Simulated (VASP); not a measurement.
Crystal: Ti4Ge3.

```
Ti Ge
1.0
     3.99279    0.00000    0.00000
     0.00000    3.99279    0.00000
     0.00000    0.00000    8.06828
Ti Ge
4 3
Direct
  0.00000 0.50000 0.65025
  0.50000 0.00000 0.65025
  0.00000 0.50000 0.34975
  0.50000 0.00000 0.34975
  0.50000 0.50000 0.50000
  0.00000 0.50000 0.00000
  0.50000 0.00000 0.00000
```

The cell was built by a generator and needn't be a form met in nature.

| Quantity | Value |
| --- | --- |
| Program | VASP 6.6.1 |
| Task | relaxation of cell and atoms |
| Functional | PBE |
| Potentials or basis | VASP PAW PBE potentials, release 64 (Ti_sv, Ge_d) |
| Cutoff | 520 eV |
| k mesh | 4 × 4 × 2 |
| Occupations | gaussian, width 0.15 eV |
| Spin | no spin polarisation |

At the start: pressure 16.7 GPa; volume 18.38 Å³/atom.

How do energy, volume and symmetry change on relaxing?

Over 16 steps the energy falls by 511.3 meV/atom and the volume is 19.46 Å³/atom (+5.9 %); space group P4/mmm (No. 123, to 0.05 Å).

Step by step:
```csv
step,energy change (eV),largest force (eV/Å),pressure (GPa),volume (Å³)
1,0.0000,5.0917,16.66,128.63
2,-1.6014,0.2850,-9.03,167.57
3,-2.5180,1.4768,-5.16,150.33
4,-3.0897,1.0154,-0.06,140.32
5,-3.1459,0.5471,3.67,133.96
6,-3.4603,0.5912,2.36,135.88
7,-3.4775,0.5066,0.97,135.76
8,-3.5014,0.3297,1.17,135.51
9,-3.3633,0.2232,-0.75,138.26
10,-3.5702,0.0123,-1.16,137.90
11,-3.5716,0.0293,-0.84,137.72
12,-3.5780,0.0958,-0.13,135.91
13,-3.5782,0.0966,0.74,135.74
14,-3.5784,0.0878,-0.45,135.88
15,-3.5784,0.0972,0.18,135.81
16,-3.5793,0.0398,0.04,136.22
```

Final structure:
```xyz
7
Lattice="4.0132 0.0000 0.0000 0.0000 4.0132 0.0000 0.0000 0.0000 8.4581" Properties=species:S:1:pos:R:3 pbc="T T T"
Ti    0.0000    2.0066    5.8710
Ti    2.0066    0.0000    5.8710
Ti    0.0000    2.0066    2.5871
Ti    2.0066    0.0000    2.5871
Ge    2.0066    2.0066    4.2290
Ge    0.0000    2.0066    0.0000
Ge    2.0066    0.0000    0.0000
```

Caveat: the k mesh is coarse (spacing up to 0.39 Å⁻¹), so the values aren't converged.
